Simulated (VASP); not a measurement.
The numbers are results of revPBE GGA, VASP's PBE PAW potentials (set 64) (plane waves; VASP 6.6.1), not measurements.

Input for VASP

### KPOINTS
```
k-points along high-symmetry lines
10
Line-mode
Reciprocal
  0.000000   0.000000   0.000000 ! GAMMA
  0.500000  -0.000000   0.000000 ! M

  0.500000  -0.000000   0.000000 ! M
  0.333333   0.333333   0.000000 ! K

  0.333333   0.333333   0.000000 ! K
  0.000000   0.000000   0.000000 ! GAMMA

  0.000000   0.000000   0.000000 ! GAMMA
  0.000000   0.000000   0.500000 ! A

  0.000000   0.000000   0.500000 ! A
  0.500000  -0.000000   0.500000 ! L

  0.500000  -0.000000   0.500000 ! L
  0.333333   0.333333   0.500000 ! H

  0.333333   0.333333   0.500000 ! H
  0.000000   0.000000   0.500000 ! A

  0.500000  -0.000000   0.500000 ! L
  0.500000  -0.000000   0.000000 ! M

  0.333333   0.333333   0.500000 ! H
  0.333333   0.333333   0.000000 ! K
```

POSCAR:
```
SnSe2
1
    1.9518314116    -3.3806713989     0.0000000000
    1.9518314116     3.3806713989     0.0000000000
    0.0000000000     0.0000000000     8.9910036312
Sn Se
1 2
Direct
  0.0000000000   0.0000000000   0.0000000000
  0.3333330000   0.6666670000   0.1774487600
  0.6666670000   0.3333330000   0.8225512400
```

**INCAR**
```
ALGO=Normal
EDIFF=1E-7
ENCUT=520
GGA=RE
ICHARG=11
ISMEAR=0
LASPH=.TRUE.
LCHARG=.FALSE.
LMAXMIX=4
LORBIT=11
LREAL=.FALSE.
LWAVE=.FALSE.
NELM=100
PREC=Accurate
SIGMA=0.05
SYSTEM=SnSe2
```

POTCAR, in this order: Sn_d Se (PBE.64 set). Program: vasp_std. Read from the step before: CHGCAR.

Output

### OSZICAR
```
       N       E                     dE             d eps       ncg     rms          rms(c)
DAV:   1     0.193973251036E+03    0.19397E+03   -0.12087E+04  3061   0.152E+03
DAV:   2     0.110631192345E+02   -0.18291E+03   -0.17968E+03  3511   0.342E+02
DAV:   3    -0.932084764786E+01   -0.20384E+02   -0.19877E+02  3911   0.117E+02
DAV:   4    -0.100403346194E+02   -0.71949E+00   -0.71841E+00  3748   0.228E+01
DAV:   5    -0.100615642616E+02   -0.21230E-01   -0.21225E-01  4782   0.397E+00
DAV:   6    -0.100617699038E+02   -0.20564E-03   -0.20563E-03  4050   0.340E-01
DAV:   7    -0.100617783896E+02   -0.84858E-05   -0.84858E-05  4850   0.633E-02
DAV:   8    -0.100617784778E+02   -0.88165E-07   -0.88168E-07  4104   0.649E-03
   1 F= -.10061778E+02 E0= -.10061778E+02  d E =-.694833E-12
```

OUTCAR:
```
 val. band max:        0.5486152386   @ k =   0.1111   0.0000   0.0000

 cond. band min:       1.3856542269   @ k =   0.5000   0.0000   0.5000



 k-point     1 :       0.0000    0.0000    0.0000
  band No.  band energies     occupation
      1     -20.5645      2.00000
      2     -20.5645      2.00000
      3     -20.5390      2.00000
      4     -20.5296      2.00000
      5     -20.5296      2.00000
      6     -12.5997      2.00000
      7     -11.3729      2.00000
      8      -4.8797      2.00000
      9      -0.3150      2.00000
     10       0.0958      2.00000
     11       0.0958      2.00000
     12       0.4612      2.00000
     13       0.4612      2.00000
     14       1.9593      0.00000
     15       3.6405      0.00000
     16       5.1104      0.00000
     17       5.1104      0.00000

 k-point     2 :       0.0556    0.0000    0.0000
  band No.  band energies     occupation
      1     -20.5654      2.00000
      2     -20.5636      2.00000
      3     -20.5384      2.00000
      4     -20.5302      2.00000
      5     -20.5295      2.00000
      6     -12.5727      2.00000
      7     -11.3548      2.00000
      8      -4.8889      2.00000
      9      -0.3061      2.00000
     10      -0.2055      2.00000
     11      -0.0165      2.00000
     12       0.3133      2.00000
     13       0.5043      2.00000
     14       2.1565      0.00000
     15       3.8502      0.00000
     16       5.0016      0.00000
     17       5.1797      0.00000

 k-point     3 :       0.1111    0.0000    0.0000
  band No.  band energies     occupation
      1     -20.5681      2.00000
      2     -20.5609      2.00000
      3     -20.5365      2.00000
      4     -20.5319      2.00000
      5     -20.5294      2.00000
      6     -12.4923      2.00000
      7     -11.3024      2.00000
      8      -4.9234      2.00000
      9      -0.8171      2.00000
     10      -0.2869      2.00000
     11      -0.2532      2.00000
     12      -0.0607      2.00000
...
```

The density is held fixed in this step, so its total energy and stress have no physical meaning. Without a dispersion term in the relaxation, distances and binding between the weakly bound layers, chains or molecules are unreliable, and so is what depends on them. Unless said otherwise, spin-orbit coupling is left out, though it shifts the bands of the heavy elements here.

The compound is SnSe2 in the 1T layered structure. It was relaxed first, which changed the volume by +54 %.
